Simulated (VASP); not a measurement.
A run of VASP 6.6.1 is set up as follows.

Contents of INCAR:

```
ALGO = Normal ; EDIFF = 1E-6
ENCUT = 520 ; GGA = PS
ISIF = 2 ; ISMEAR = 0
ISPIN = 2 ; LASPH = T
LCHARG = F ; LMAXMIX = 6
LORBIT = 11 ; LREAL = F
LWAVE = F ; MAGMOM = 2 0 0 0
NBANDS = 38 ; NELM = 150
PREC = Accurate ; SIGMA = 0.05
```

The input KPOINTS:

```
k-points
0
Gamma
  6 6 6
```

Contents of POSCAR:

```
PrTl3
1.0
    4.7677859066      0.0000000000      0.0000000000
    0.0000000000      4.7677859066      0.0000000000
    0.0000000000      0.0000000000      4.7677859066
Pr Tl
1 3
Direct
    0.0000000000      0.0000000000      0.0000000000
    0.0000000000      0.5000000000      0.5000000000
    0.5000000000      0.5000000000      0.0000000000
    0.5000000000      0.0000000000      0.5000000000
```

Potentials or basis: VASP PAW PBE potentials, release 64 (Pr, Tl_d).

Run with:

```sh
$ cat potpaw_PBE.64/Pr/POTCAR potpaw_PBE.64/Tl_d/POTCAR > POTCAR
$ mpirun -np 1 vasp_std > vasp.out
```

**Question.** What does it give for the site moments?

**Answer.** Pr +2.11; Tl +0.01 μB.

**Question.** Predict the pressure.

**Answer.** -1.1 GPa.

Caveat: the magnetic or orbital state may not be the lowest; the PAW data sets were made with another functional, which shifts forces and pressure a little. The state reached can hang on the start; a lower one may exist.
